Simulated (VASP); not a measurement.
## Lithium: how cutoff and mesh change the relaxed cell

Aim: test the relaxed volume of Lithium against cutoff and mesh. The starting structure is a measured crystal structure from the Crystallography Open Database. The first relaxation on each setting starts from this cell expanded by 3 % in volume.

Method: Kohn-Sham DFT with plane waves and PAW; PBEsol, in VASP 6.6.1.

### 1. Set-up

It takes space group Im-3m (No. 229, cubic). The conventional cell has a = 3.509 Å, b = 3.509 Å, c = 3.509 Å, α = 90.00°, β = 90.00°, γ = 90.00°. Nearest to Li lie 8 Li at 3.04 Å.

Structure file:

```
Li
1.0
    -1.75465    1.75465    1.75465
     1.75465   -1.75465    1.75465
     1.75465    1.75465   -1.75465
Li
1
Direct
  0.00000 0.00000 0.00000
```

### 2. Reference relaxation

This run starts from the cell of an earlier relaxation, which isn't shown; the restart sets up the plane waves anew.

Contents of INCAR:

```
SYSTEM = Li
PREC = Accurate
ENCUT = 650
EDIFF = 1E-06
NELM = 100
ISMEAR = 1
SIGMA = 0.15
LREAL = .FALSE.
ALGO = Normal
GGA = PS
NBANDS = 7
LORBIT = 11
LWAVE = .FALSE.
LCHARG = .FALSE.
KPAR = 2
IBRION = 2
NSW = 50
ISIF = 3
EDIFFG = -0.004
```

Contents of POSCAR:

```
Li
1.0
   -1.7088669694      1.7088669694      1.7088669694
    1.7088669694     -1.7088669694      1.7088669694
    1.7088669694      1.7088669694     -1.7088669694
Li
1
Direct
    0.0000000000      0.0000000000      0.0000000000
```

Contents of KPOINTS:

```
Automatic mesh
0
Gamma
18 18 18
0 0 0
```

PAW data sets: Li_sv (PBE family, release 64).

Command:

```
mpirun -np 2 vasp_std
```

Output:

```text
[banner, memory and clock lines left out]
running    2 mpi-ranks, on    1 nodes
 distrk:  each k-point on    1 cores,    2 groups
 distr:  one band on    1 cores,    1 groups

 POSCAR found type information on POSCAR Li
 POSCAR found :  1 types and       1 ions
|                                                                             |
|               ----> ADVICE to this user running VASP <----                  |
|                                                                             |
|     You enforced a specific xc type in the INCAR file but a different       |
|     [... a line on the potential file left out ...]
|     I HOPE YOU KNOW WHAT YOU ARE DOING!                                     |
|                                                                             |

 LDA part: xc-table for (Slater+PW92), standard interpolation
 POSCAR, INCAR and KPOINTS ok, starting setup
 FFT: planning ... GRIDC
 FFT: planning ... GRID_SOFT
 FFT: planning ... GRID
 WAVECAR not read
 entering main loop
       N       E                     dE             d eps       ncg     rms          rms(c)
DAV:   1     0.263909061194E+00    0.26391E+00   -0.81577E+02  2737   0.342E+02
DAV:   2    -0.190859276976E+01   -0.21725E+01   -0.20850E+01  3962   0.434E+01
DAV:   3    -0.196787217987E+01   -0.59279E-01   -0.59245E-01  3164   0.526E+00
DAV:   4    -0.196887894638E+01   -0.10068E-02   -0.10063E-02  3752   0.610E-01
DAV:   5    -0.196888403092E+01   -0.50845E-05   -0.50845E-05  3346   0.389E-02    0.343E-01
DAV:   6    -0.196733930016E+01    0.15447E-02   -0.64483E-04  3885   0.131E-01    0.191E-01
DAV:   7    -0.196656949030E+01    0.76981E-03   -0.14735E-03  3780   0.203E-01    0.295E-02
DAV:   8    -0.196658554259E+01   -0.16052E-04   -0.15103E-04  3017   0.746E-02    0.219E-03
DAV:   9    -0.196658480787E+01    0.73472E-06   -0.33791E-06  3766   0.131E-02
   1 F= -.19665848E+01 E0= -.19664740E+01  d E =-.196658E+01
 curvature:   0.00 expect dE= 0.000E+00 dE for cont linesearch  0.000E+00
 trial: gam= 0.00000 g(F)=  0.137E-65 g(S)=  0.609E-06 ort = 0.000E+00 (trialstep = 0.100E+01)
 search vector abs. value=  0.610E-06
 reached required accuracy - stopping structural energy minimisation
```

Elapsed: 16 s, on 2 MPI ranks of AMD EPYC 7R43, shared host; peak memory 0.26 GiB.

Lines that name or quote the potential files are left out of all logs, and their timing lines are given in words.

OUTCAR, selected parts (step 2):

```text
ion  position               nearest neighbor table
   1  0.000  0.000  0.000-

  LATTYP: Found a body centered cubic cell.
 ALAT       =     3.4177339388

 Subroutine GETGRP returns: Found 48 space group operations
 (whereof 48 operations were pure point group operations)

The static configuration has the point symmetry O_h .

 Found    195 irreducible k-points:

   k-points           NKPTS =    195   k-points in BZ     NKDIM =    195   number of bands    NBANDS=      7

   dimension x,y,z NGX =    28 NGY =   28 NGZ =   28
   dimension x,y,z NGXF=    56 NGYF=   56 NGZF=   56

   ENCUT  =  650.0 eV  47.77 Ry    6.91 a.u.   6.15  6.15  6.15*2*pi/ulx,y,z

   NELECT =       3.0000    total number of electrons

 k-points in reciprocal lattice and weights: Automatic mesh
   0.00000000  0.00000000  0.00000000       0.000
   0.05555556  0.00000000  0.00000000       0.002
   0.11111111  0.00000000  0.00000000       0.002
   0.16666667  0.00000000  0.00000000       0.002
   0.22222222  0.00000000  0.00000000       0.002
   0.27777778  0.00000000  0.00000000       0.002
   0.33333333  0.00000000  0.00000000       0.002
   0.38888889  0.00000000  0.00000000       0.002
   0.44444444  0.00000000  0.00000000       0.002
[...]
0.50000000  0.50000000  0.44444444       0.002
   0.50000000  0.50000000  0.50000000       0.000

 average (electrostatic) potential at core
       1 -64.5528

 E-fermi :   0.6756

 k-point     1 :       0.0000    0.0000    0.0000
  band No.  band energies     occupation
      1     -45.2109      2.00000
      2      -2.9109      2.00000
      3      15.4584      0.00000
      4      15.4585      0.00000
      5      15.4585      0.00000
      6      20.2181      0.00000
      7      20.2181      0.00000

 k-point     2 :       0.0556    0.0000    0.0000
  band No.  band energies     occupation
      1     -45.2101      2.00000
      2      -2.8512      2.00000
      3      15.0550      0.00000
      4      15.1469      0.00000
      5      15.3532      0.00000
      6      19.2190      0.00000
      7      19.3825      0.00000

 k-point     3 :       0.1111    0.0000    0.0000
  band No.  band energies     occupation
      1     -45.2082      2.00000
      2      -2.6751      2.00000
      3      13.8503      0.00000
      4      14.4500      0.00000
      5      15.0504      0.00000
      6      18.1887      0.00000
      7      18.2600      0.00000

  Total        0.0020521      0.0020521      0.0020521     -0.0000000     -0.0000000      0.0000000
  in kB        0.1647101      0.1647101      0.1647101     -0.0000000     -0.0000000      0.0000000
  external PRESSURE =       0.1647101 kB  Pullay stress =       0.0000000 kB

  energy-cutoff  :      650.00
  volume of cell :       19.96
      direct lattice vectors                 reciprocal lattice vectors
    -1.708866969  1.708866969  1.708866969     0.000000000  0.292591529  0.292591529
     1.708866969 -1.708866969  1.708866969     0.292591529  0.000000000  0.292591529
     1.708866969  1.708866969 -1.708866969     0.292591529  0.292591529  0.000000000

 POSITION                                       TOTAL-FORCE (eV/Angst)
 -----------------------------------------------------------------------------------
      0.00000      0.00000      0.00000        -0.000000     -0.000000      0.000000
 -----------------------------------------------------------------------------------
    total drift:                                0.000000     -0.000000      0.000000

  FREE ENERGIE OF THE ION-ELECTRON SYSTEM (eV)
  ---------------------------------------------------
  free  energy   TOTEN  =        -1.9665848079 eV

  energy  without entropy=       -1.9662525093  energy(sigma->0) =       -1.96647404

 reached required accuracy - stopping structural energy minimisation

 total charge
# of ion       s       p       d       tot
------------------------------------------
    1        2.033   0.046   0.000   2.079

[... 3 further parts left out ...]
```

CONTCAR:

```
Li
   1.00000000000000
    -1.7088669694000000    1.7088669694000000    1.7088669694000000
     1.7088669694000000   -1.7088669694000000    1.7088669694000000
     1.7088669694000000    1.7088669694000000   -1.7088669694000000
  Li
     1
Direct
     0.0000000000000000    0.0000000000000000    0.0000000000000000
```

This run has no spin polarisation. Its electron count is odd, so without a moment it is a metal by construction. The PAW data sets were made with PBE, which is usual practice but a small mismatch for other functionals. The run keeps the 48 symmetry operations of its start, so it cannot find a distortion of lower symmetry.

The reference relaxation ends at 19.961 Å³ an atom.

### 3. Relaxation with a cutoff of 500 eV

Against step 2 the input has ENCUT = 500. This run starts from the cell of an earlier relaxation, which isn't shown; the restart sets up the plane waves anew.

INCAR: that of step 2 with these lines changed.

```diff
@@ -2,3 +2,3 @@
 PREC = Accurate
-ENCUT = 650
+ENCUT = 500
 EDIFF = 1E-06
```

Contents of POSCAR:

```
Li
1.0
   -1.7140289958      1.7140289958      1.7140289958
    1.7140289958     -1.7140289958      1.7140289958
    1.7140289958      1.7140289958     -1.7140289958
Li
1
Direct
    0.0000000000      0.0000000000      0.0000000000
```

KPOINTS is that of step 2.

Command:

```
mpirun -np 2 vasp_std
```

Output:

```text
[banner, memory and clock lines left out]
running    2 mpi-ranks, on    1 nodes
[...]
[... a notice as in an earlier step ...]

 LDA part: xc-table for (Slater+PW92), standard interpolation
 POSCAR, INCAR and KPOINTS ok, starting setup
[...]
entering main loop
       N       E                     dE             d eps       ncg     rms          rms(c)
DAV:   1    -0.137379878622E+00   -0.13738E+00   -0.69488E+02  2765   0.286E+02
DAV:   2    -0.192970275709E+01   -0.17923E+01   -0.17351E+01  3955   0.396E+01
DAV:   3    -0.196689058655E+01   -0.37188E-01   -0.37118E-01  3108   0.409E+00
DAV:   4    -0.196825854935E+01   -0.13680E-02   -0.13680E-02  3850   0.515E-01
[...]
DAV:   8    -0.196596086653E+01   -0.18001E-04   -0.19196E-04  3122   0.836E-02    0.346E-03
DAV:   9    -0.196595950615E+01    0.13604E-05   -0.32211E-06  3374   0.123E-02    0.780E-04
DAV:  10    -0.196595892449E+01    0.58166E-06   -0.14533E-07  1974   0.234E-03
   1 F= -.19659589E+01 E0= -.19658498E+01  d E =-.196596E+01
[...]
DAV:   1    -0.196602583604E+01   -0.66330E-04   -0.62404E-04  3346   0.171E-01    0.535E-02
DAV:   2    -0.196601157030E+01    0.14266E-04   -0.16391E-05  3710   0.290E-02    0.312E-02
DAV:   3    -0.196600495991E+01    0.66104E-05   -0.14392E-05  4823   0.172E-02    0.231E-03
DAV:   4    -0.196600450190E+01    0.45800E-06   -0.22019E-07  1617   0.456E-03
   2 F= -.19660045E+01 E0= -.19658948E+01  d E =-.455774E-04
 trial-energy change:   -0.000046  1 .order   -0.000046   -0.000054   -0.000039
 step:   3.4651(harm=  3.4651)  dis= 0.00000  next Energy=    -1.966053 (dE=-0.940E-04)
[...]
N       E                     dE             d eps       ncg     rms          rms(c)
DAV:   1    -0.196617695405E+01   -0.17199E-03   -0.38570E-03  3367   0.426E-01    0.133E-01
DAV:   2    -0.196609043430E+01    0.86520E-04   -0.10205E-04  3717   0.721E-02    0.773E-02
DAV:   3    -0.196604895863E+01    0.41476E-04   -0.88818E-05  4830   0.430E-02    0.574E-03
DAV:   4    -0.196604776233E+01    0.11963E-05   -0.14384E-06  2303   0.116E-02    0.985E-04
DAV:   5    -0.196604851770E+01   -0.75537E-06   -0.33337E-07  1435   0.448E-03
   3 F= -.19660485E+01 E0= -.19659375E+01  d E =-.895932E-04
[...]
reached required accuracy - stopping structural energy minimisation
```

Elapsed: 17 s, on 2 MPI ranks; peak memory 0.2 GiB.

From OUTCAR (step 3):

```text
  Total        0.0008562      0.0008562      0.0008562      0.0000000      0.0000000      0.0000000
  in kB        0.0687710      0.0687710      0.0687710      0.0000000      0.0000000      0.0000000
  external PRESSURE =       0.0687710 kB  Pullay stress =       0.0000000 kB

 POSITION                                       TOTAL-FORCE (eV/Angst)
 -----------------------------------------------------------------------------------
      0.00000     -0.00000      0.00000        -0.000000     -0.000000     -0.000000
 -----------------------------------------------------------------------------------
    total drift:                               -0.000000     -0.000000      0.000000

  FREE ENERGIE OF THE ION-ELECTRON SYSTEM (eV)
  ---------------------------------------------------
  free  energy   TOTEN  =        -1.9660485177 eV

  energy  without entropy=       -1.9657155222  energy(sigma->0) =       -1.96593752

[... 2 parts as in an earlier step ...]

[... 2 further parts left out ...]
[key lines of the parts left out:]
E-fermi :   0.6799
```

With a cutoff of 500 eV the cell ends at 19.948 Å³ an atom, -0.07 % from the reference.

### 4. Relaxation with a 10×10×10 mesh

Against step 2 the input has a 10×10×10 mesh. This run starts from the cell of an earlier relaxation, which isn't shown; the restart sets up the plane waves anew.

INCAR: that of step 3 with these lines changed.

```diff
@@ -2,3 +2,3 @@
 PREC = Accurate
-ENCUT = 500
+ENCUT = 650
 EDIFF = 1E-06
```

Contents of POSCAR:

```
Li
1.0
   -1.7103184782      1.7103184782      1.7103184782
    1.7103184782     -1.7103184782      1.7103184782
    1.7103184782      1.7103184782     -1.7103184782
Li
1
Direct
    0.0000000000      0.0000000000      0.0000000000
```

Contents of KPOINTS:

```
Automatic mesh
0
Gamma
10 10 10
0 0 0
```

Command:

```
mpirun -np 2 vasp_std
```

Output:

```text
[... set-up lines as in an earlier step ...]
 entering main loop
       N       E                     dE             d eps       ncg     rms          rms(c)
DAV:   1    -0.434869048058E-02   -0.43487E-02   -0.87887E+02   658   0.364E+02
DAV:   2    -0.192835796168E+01   -0.19240E+01   -0.19226E+01   952   0.417E+01
DAV:   3    -0.195979233948E+01   -0.31434E-01   -0.31405E-01   770   0.442E+00
DAV:   4    -0.196043687025E+01   -0.64453E-03   -0.64446E-03   910   0.495E-01
[...]
DAV:   8    -0.195812390080E+01   -0.15086E-04   -0.12948E-04   728   0.714E-02    0.124E-03
DAV:   9    -0.195812237431E+01    0.15265E-05   -0.34333E-06   924   0.137E-02    0.603E-04
DAV:  10    -0.195812164504E+01    0.72927E-06   -0.12254E-07   434   0.188E-03
   1 F= -.19581216E+01 E0= -.19576577E+01  d E =-.195812E+01
[...]
reached required accuracy - stopping structural energy minimisation
```

It took 5 s on 2 MPI ranks; peak memory 0.22 GiB; 8.7 s of CPU time.

Parts of OUTCAR (step 4):

```text
  Total        0.0019334      0.0019334      0.0019334     -0.0000000      0.0000000      0.0000000
  in kB        0.1547871      0.1547871      0.1547871     -0.0000000      0.0000000      0.0000000
  external PRESSURE =       0.1547871 kB  Pullay stress =       0.0000000 kB

 POSITION                                       TOTAL-FORCE (eV/Angst)
 -----------------------------------------------------------------------------------
      0.00000      0.00000      0.00000        -0.000000      0.000000     -0.000000
 -----------------------------------------------------------------------------------
    total drift:                                0.000000     -0.000000      0.000000

  FREE ENERGIE OF THE ION-ELECTRON SYSTEM (eV)
  ---------------------------------------------------
  free  energy   TOTEN  =        -1.9581216450 eV

  energy  without entropy=       -1.9567297300  energy(sigma->0) =       -1.95765767

[... 1 part as in an earlier step ...]

[... 3 further parts left out ...]
[key lines of the parts left out:]
E-fermi :   0.6999
```

With a 10×10×10 mesh the cell ends at 20.012 Å³ an atom, +0.26 % from the reference.

(Part 1 of 2 ends here.)

[Lines on the potential files, build, host, timing and source positions are cut from VASP's logs without a mark.]

[Logs are printed without paths, hosts, clocks, repeated set-up lines and the standing remarks that a program may print on its own settings, such as how far it seeks lower states.]

[Hosts, paths, dates, database ids (printed as entryN), source tags and the programs' standing remarks are cut or masked in the printed files.]
